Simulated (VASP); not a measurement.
Data:

```xyz
3
Lattice="0.0000 2.7643 2.7643 2.7643 0.0000 2.7643 2.7643 2.7643 0.0000" Properties=species:S:1:pos:R:3 pbc="T T T"
Ca     0.0000     0.0000     0.0000
F      1.3822     1.3822     1.3822
F      4.1465     4.1465     4.1465
```

The numbers are results of PBE GGA with D3 dispersion (Becke-Johnson damping), VASP's PBE PAW potentials (set 64) (plane waves; VASP), not measurements. Numerical set-up: 520 eV cut-off, 7×7×7 Γ-centred mesh, Gaussian smearing of 0.050 eV, potentials Ca_sv F.

**Question.** Give the stress tensor in GPa (positive for a compressed cell).

**Answer.** 
```
-2.26   0.00   0.00
 0.00  -2.26   0.00
 0.00   0.00  -2.26
```
The pressure is its mean diagonal, -2.26 GPa.

The compound is CaF2 in the fluorite structure. This cell is one point of a volume scan, at 1.03 of the reference volume.
